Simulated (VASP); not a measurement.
```yaml
crystal:
  lattice:
    - [0.00000, 2.42776, 2.42776]
    - [2.42776, 0.00000, 2.42776]
    - [2.42776, 2.42776, 0.00000]
  atoms:
    - { symbol: Y, position: [0.00000, 0.00000, 0.00000] }
    - { symbol: N, position: [0.52060, 0.47940, 0.52060] }
```

Method: PBEsol GGA, VASP's PBE PAW potentials (set 64) (plane waves; VASP). Run with 600 eV cut-off, 10×10×10 Γ-centred mesh, Gaussian smearing of 0.050 eV, potentials Y_sv N.

**Question.** Which forces act on the atoms, in eV/Å?

**Answer.** 
| atom | Fx | Fy | Fz |
|---|---|---|---|
| Y1 | 0.000 | 0.243 | 0.000 |
| N2 | 0.000 | -0.243 | 0.000 |

**Question.** Give the stress tensor in GPa (positive for a compressed cell).

**Answer.** 
```
-0.56   0.00   0.00
 0.00   1.74   0.00
 0.00   0.00  -0.56
```
The pressure is its mean diagonal, 0.21 GPa.

The compound is YN in the rock salt structure. This cell was strained or had an atom moved on purpose.
